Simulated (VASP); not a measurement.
All values below come from r2SCAN meta-GGA, VASP's PBE PAW potentials (set 64) (plane waves; VASP).

VASP input:

### POSCAR
```
Er
1
   -1.9719540000     1.9719540000     1.9719540000
    1.9719540000    -1.9719540000     1.9719540000
    1.9719540000     1.9719540000    -1.9719540000
Er
1
Direct
  0.0000000000   0.0000000000   0.0000000000
```

KPOINTS:
```
Regular mesh
0
gamma
  12 12 12
```

### INCAR
```
ALGO = Normal
EDIFF = 1E-6
EDIFFG = -0.01
ENCUT = 400
IBRION = 2
ISIF = 3
ISMEAR = 1
LASPH = .TRUE.
LCHARG = .FALSE.
LMAXMIX = 6
LMIXTAU = .TRUE.
LREAL = .FALSE.
LWAVE = .FALSE.
METAGGA = R2SCAN
NELM = 100
NSW = 60
PREC = Accurate
SIGMA = 0.1
SYSTEM = Er
```

POTCAR, in this order: Er_3 (PBE.64 set). Program: vasp_std.

The run wrote:

OSZICAR:
```
       N       E                     dE             d eps       ncg     rms          rms(c)
DAV:   1    -0.306010255364E+02   -0.30601E+02   -0.42573E+03  1728   0.874E+02
DAV:   2    -0.345535213387E+02   -0.39525E+01   -0.37811E+01  1320   0.525E+01
DAV:   3    -0.347110812646E+02   -0.15756E+00   -0.15501E+00  2048   0.116E+01
DAV:   4    -0.347122014020E+02   -0.11201E-02   -0.11200E-02  1392   0.916E-01
DAV:   5    -0.347122096870E+02   -0.82850E-05   -0.82850E-05  2064   0.135E-01    0.211E+01
DAV:   6    -0.336459577804E+02    0.10663E+01   -0.45873E-01  1808   0.114E+01    0.114E+01
DAV:   7    -0.337848899334E+02   -0.13893E+00   -0.24267E-01  1440   0.573E+00    0.148E+00
DAV:   8    -0.336847481619E+02    0.10014E+00   -0.26095E-01  1720   0.591E+00    0.353E-01
DAV:   9    -0.337826728762E+02   -0.97925E-01   -0.19992E-02  1952   0.166E+00    0.261E-01
DAV:  10    -0.337832208535E+02   -0.54798E-03   -0.64465E-04  1776   0.259E-01    0.261E-01
DAV:  11    -0.337833382832E+02   -0.11743E-03   -0.38587E-06  1664   0.221E-02    0.257E-01
DAV:  12    -0.337880771914E+02   -0.47389E-02   -0.54846E-04  1592   0.352E-01    0.375E-01
DAV:  13    -0.337892529223E+02   -0.11757E-02   -0.38625E-04  1864   0.280E-01    0.305E-01
DAV:  14    -0.337894105420E+02   -0.15762E-03   -0.96153E-06  1768   0.351E-02    0.295E-01
DAV:  15    -0.337889459151E+02    0.46463E-03   -0.12468E-04  1672   0.133E-01    0.518E-02
DAV:  16    -0.337889536194E+02   -0.77043E-05   -0.32301E-06  1416   0.223E-02    0.614E-02
DAV:  17    -0.337889469339E+02    0.66855E-05   -0.25777E-06  1512   0.263E-02    0.200E-02
DAV:  18    -0.337889391939E+02    0.77400E-05   -0.31835E-06  1696   0.227E-02    0.115E-02
DAV:  19    -0.337889398161E+02   -0.62223E-06   -0.16957E-07   656   0.610E-03
   1 F= -.33788940E+02 E0= -.33788879E+02  d E =-.337889E+02
       N       E                     dE             d eps       ncg     rms          rms(c)
DAV:   1    -0.337953480196E+02   -0.64088E-02   -0.13266E-01  1752   0.573E+00    0.470E-01
DAV:   2    -0.337907040724E+02    0.46439E-02   -0.56361E-03  1840   0.141E+00    0.203E-01
DAV:   3    -0.337891765667E+02    0.15275E-02   -0.56065E-03  1824   0.129E+00    0.752E-02
DAV:   4    -0.337893118634E+02   -0.13530E-03   -0.43082E-04  1824   0.242E-01    0.458E-02
DAV:   5    -0.337893502885E+02   -0.38425E-04   -0.10147E-04  1736   0.114E-01    0.699E-03
DAV:   6    -0.337894063652E+02   -0.56077E-04   -0.24848E-05  1664   0.590E-02    0.332E-03
DAV:   7    -0.337894008126E+02    0.55526E-05   -0.51391E-06  1872   0.287E-02    0.394E-03
DAV:   8    -0.337894061863E+02   -0.53737E-05   -0.17453E-06  1200   0.175E-02    0.653E-04
DAV:   9    -0.337894060719E+02    0.11442E-06   -0.48979E-08   600   0.378E-03
   2 F= -.33789406E+02 E0= -.33789247E+02  d E =-.466256E-03
       N       E                     dE             d eps       ncg     rms          rms(c)
DAV:   1    -0.337896487770E+02   -0.24259E-03   -0.50409E-03  1744   0.114E+00    0.911E-02
DAV:   2    -0.337894811817E+02    0.16760E-03   -0.21122E-04  1848   0.272E-01    0.396E-02
DAV:   3    -0.337894331668E+02    0.48015E-04   -0.21317E-04  1824   0.252E-01    0.148E-02
DAV:   4    -0.337894351088E+02   -0.19420E-05   -0.16479E-05  1920   0.474E-02    0.902E-03
DAV:   5    -0.337894349003E+02    0.20846E-06   -0.30282E-06  1432   0.201E-02
   3 F= -.33789435E+02 E0= -.33789293E+02  d E =-.495084E-03
```

**OUTCAR**
```
------------------------ aborting loop because EDIFF is reached ----------------------------------------
  FORCE on cell =-STRESS in cart. coord.  units (eV):
  Direction    XX          YY          ZZ          XY          YZ          ZX
  --------------------------------------------------------------------------------------
  Total        0.0037388      0.0037388      0.0037388     -0.0000000     -0.0000000      0.0000000
  in kB        0.1931528      0.1931528      0.1931528     -0.0000000     -0.0000000      0.0000000
  external PRESSURE =       0.1931528 kB  Pullay stress =       0.0000000 kB
  volume of cell :       31.01
      direct lattice vectors                 reciprocal lattice vectors
    -1.979211891  1.979211891  1.979211891     0.000000000  0.252625806  0.252625806
     1.979211891 -1.979211891  1.979211891     0.252625806  0.000000000  0.252625806
     1.979211891  1.979211891 -1.979211891     0.252625806  0.252625806  0.000000000
 POSITION                                       TOTAL-FORCE (eV/Angst)
 -----------------------------------------------------------------------------------
      0.00000      0.00000     -0.00000         0.000000      0.000000      0.000000
 -----------------------------------------------------------------------------------
    total drift:                                0.000000      0.000000      0.000000
  FREE ENERGIE OF THE ION-ELECTRON SYSTEM (eV)
  ---------------------------------------------------
  free  energy   TOTEN  =       -33.7894349003 eV

  energy  without entropy=      -33.7890090695  energy(sigma->0) =      -33.78929296

 reached required accuracy - stopping structural energy minimisation
```
(Selected blocks of OUTCAR.)

**CONTCAR**
```
Er
   1.00000000000000
    -1.9792118912173056    1.9792118912173056    1.9792118912173056
     1.9792118912173056   -1.9792118912173056    1.9792118912173056
     1.9792118912173056    1.9792118912173056   -1.9792118912173056
  Er
     1
Direct
     0.0000000000000000    0.0000000000000000    0.0000000000000000
```

The 4f electrons are frozen in the core of the lanthanide potential, so 4f levels, which can set the real gap, and their magnetism are missing.

The structure was generated: Er was put into the bcc type (Im-3m), which need not be its known phase. This run relaxes it. Symmetry was kept, so distortions that lower it aren't found.
